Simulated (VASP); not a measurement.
Output of a VASP run:

File OUTCAR:
```
 ion  position               nearest neighbor table
   1  0.000  0.000  0.000-   2 2.31   2 2.31   2 2.31   2 2.31   2 2.31   2 2.31
   2  0.500  0.500  0.500-   1 2.31   1 2.31   1 2.31   1 2.31   1 2.31   1 2.31
  LATTYP: Found a face centered cubic cell.
 ALAT       =     4.6236871208
 Subroutine PRICEL returns:
 Original cell was already a primitive cell.
 Subroutine GETGRP returns: Found 48 space group operations
The static configuration has the point symmetry O_h .
The dynamic configuration has the point symmetry O_h .
 Subroutine INISYM returns: Found 48 space group operations
 Subroutine IBZKPT returns following result:
 Found     47 irreducible k-points:

 Following reciprocal coordinates:
            Coordinates               Weight
  0.000000  0.000000  0.000000      1.000000
  0.100000  0.000000  0.000000      8.000000
  0.200000  0.000000  0.000000      8.000000
  0.300000  0.000000  0.000000      8.000000
  0.400000  0.000000  0.000000      8.000000
  0.500000  0.000000  0.000000      4.000000
  0.100000  0.100000  0.000000      6.000000
  0.200000  0.100000  0.000000     24.000000
  0.300000  0.100000  0.000000     24.000000
  0.400000  0.100000  0.000000     24.000000
  0.500000  0.100000  0.000000     24.000000
 -0.400000  0.100000  0.000000     24.000000
 -0.300000  0.100000  0.000000     24.000000
 -0.200000  0.100000  0.000000     24.000000
 -0.100000  0.100000  0.000000     12.000000
  0.200000  0.200000  0.000000      6.000000
  0.300000  0.200000  0.000000     24.000000
  0.400000  0.200000  0.000000     24.000000
  0.500000  0.200000  0.000000     24.000000
 -0.400000  0.200000  0.000000     24.000000
 -0.300000  0.200000  0.000000     24.000000
 -0.200000  0.200000  0.000000     12.000000
  0.300000  0.300000  0.000000      6.000000
  0.400000  0.300000  0.000000     24.000000
  0.500000  0.300000  0.000000     24.000000
 -0.400000  0.300000  0.000000     24.000000
 -0.300000  0.300000  0.000000     12.000000
  0.400000  0.400000  0.000000      6.000000
  0.500000  0.400000  0.000000     24.000000
 -0.400000  0.400000  0.000000     12.000000
  0.500000  0.500000  0.000000      3.000000
  0.300000  0.200000  0.100000     24.000000
  0.400000  0.200000  0.100000     48.000000
  0.500000  0.200000  0.100000     48.000000
 -0.400000  0.200000  0.100000     24.000000
  0.400000  0.300000  0.100000     24.000000
  0.500000  0.300000  0.100000     48.000000
 -0.400000  0.300000  0.100000     48.000000
 -0.300000  0.300000  0.100000     48.000000
 -0.200000  0.300000  0.100000     24.000000
   k-points           NKPTS =     47   k-points in BZ     NKDIM =     47   number of bands    NBANDS=     11
   number of dos      NEDOS =    301   number of ions     NIONS =      2
   total plane-waves  NPLWV =  13824
   dimension x,y,z NGX =    24 NGY =   24 NGZ =   24
   dimension x,y,z NGXF=    48 NGYF=   48 NGZF=   48
   ions per type =               1   1
   PREC   = accura    normal or accurate (medium, high low for compatibility)
   ISTART =      0    job   : 0-new  1-cont  2-samecut
   ICHARG =      2    charge: 1-file 2-atom 10-const
   ISPIN  =      1    spin polarized calculation?
   LNONCOLLINEAR =      F non collinear calculations
   LSORBIT =      F    spin-orbit coupling
   INIWAV =      1    electr: 0-lowe 1-rand  2-diag
   ENCUT  =  520.0 eV  38.22 Ry    6.18 a.u.   6.08  6.08  6.08*2*pi/ulx,y,z
   NELM   =    100;   NELMIN=  2; NELMDL= -5     # of ELM steps
   EDIFF  = 0.1E-06   stopping-criterion for ELM
   LREAL  =      F    real-space projection
   NLSPLINE    = F    spline interpolate recip. space projectors
   LMAXMIX     =    2 max onsite mixed and CHGCAR
   VOSKOWN=      0    Vosko Wilk Nusair interpolation
   EDIFFG = 0.1E-05   stopping-criterion for IOM
   NSW    =      0    number of steps for IOM
   NBLOCK =      1;   KBLOCK =      1    inner block; outer block
   IBRION =     -1    ionic relax: 0-MD 1-quasi-New 2-CG
...
```

### OSZICAR
```
       N       E                     dE             d eps       ncg     rms          rms(c)
DAV:   1     0.112431548145E+03    0.11243E+03   -0.82197E+03  1049   0.152E+03
DAV:   2    -0.321361631859E+01   -0.11565E+03   -0.10842E+03  1104   0.366E+02
DAV:   3    -0.918433664651E+01   -0.59707E+01   -0.59517E+01  1175   0.846E+01
DAV:   4    -0.924219020121E+01   -0.57854E-01   -0.57845E-01  1136   0.902E+00
DAV:   5    -0.924278920107E+01   -0.59900E-03   -0.59899E-03  1184   0.951E-01    0.491E+00
DAV:   6    -0.849670855841E+01    0.74608E+00   -0.32227E+00  1252   0.187E+01    0.184E+00
DAV:   7    -0.849014646953E+01    0.65621E-02   -0.29331E-02  1064   0.283E+00    0.104E+00
DAV:   8    -0.849678848047E+01   -0.66420E-02   -0.32497E-02  1043   0.471E+00    0.128E-01
DAV:   9    -0.849789622872E+01   -0.11077E-02   -0.54466E-03  1142   0.848E-01    0.864E-02
DAV:  10    -0.849781432054E+01    0.81908E-04   -0.77330E-04  1124   0.377E-01    0.133E-02
DAV:  11    -0.849782588339E+01   -0.11563E-04   -0.43760E-05  1073   0.158E-01    0.588E-03
DAV:  12    -0.849782736966E+01   -0.14863E-05   -0.74144E-06  1136   0.387E-02    0.383E-03
DAV:  13    -0.849782730182E+01    0.67834E-07   -0.81415E-07  1070   0.102E-02
   1 F= -.84978273E+01 E0= -.84978273E+01  d E =-.101075E-20
```

File OUTCAR:
```
------------------------ aborting loop because EDIFF is reached ----------------------------------------
  FORCE on cell =-STRESS in cart. coord.  units (eV):
  Direction    XX          YY          ZZ          XY          YZ          ZX
  --------------------------------------------------------------------------------------
  Total        0.2431135      0.2431135      0.2431135      0.0000000      0.0000000     -0.0000000
  in kB       15.7621079     15.7621079     15.7621079      0.0000000      0.0000000     -0.0000000
  external PRESSURE =      15.7621079 kB  Pullay stress =       0.0000000 kB
  volume of cell :       24.71
      direct lattice vectors                 reciprocal lattice vectors
     0.000000000  2.311843560  2.311843560    -0.216277610  0.216277610  0.216277610
     2.311843560  0.000000000  2.311843560     0.216277610 -0.216277610  0.216277610
     2.311843560  2.311843560  0.000000000     0.216277610  0.216277610 -0.216277610
  FREE ENERGIE OF THE ION-ELECTRON SYSTEM (eV)
  ---------------------------------------------------
  free  energy   TOTEN  =        -8.4978273018 eV

  energy  without entropy=       -8.4978273018  energy(sigma->0) =       -8.49782730
```
(Selected blocks of OUTCAR.)

### POSCAR
```
NaF
1
    0.0000000000     2.3118435604     2.3118435604
    2.3118435604     0.0000000000     2.3118435604
    2.3118435604     2.3118435604     0.0000000000
Na F
1 1
Direct
  0.0000000000   0.0000000000   0.0000000000
  0.5000000000   0.5000000000   0.5000000000
```

Question: Write an INCAR and KPOINTS that could have produced this output.

Answer: One answer among several that fit: the input of the run itself, AM05 GGA, plane waves, VASP's PBE PAW potentials (set 64).

File KPOINTS:
```
Automatic
0
G
 10 10 10
0 0 0
```

INCAR:
```
! general
SYSTEM=NaF
PREC  =Accurate
ENCUT =520   ! plane-wave cut-off (eV)
LREAL =F
LASPH =T   ! aspherical one-centre terms

! electronic loop
EDIFF =1E-7   ! SCF stop (eV)
NELM  =100   ! most electronic steps
ALGO  =Normal

! smearing
ISMEAR=0   ! Gaussian
SIGMA =0.05

! functional
GGA   =AM

! ions
ISIF  =2   ! forces and stress, cell fixed

! output
LWAVE =F
LCHARG=F
```

POTCAR, in this order: Na_pv F (PBE.64 set). Program: vasp_std.

The compound is NaF in the rock salt structure. This cell is one point of a volume scan, at 0.97 of the reference volume.
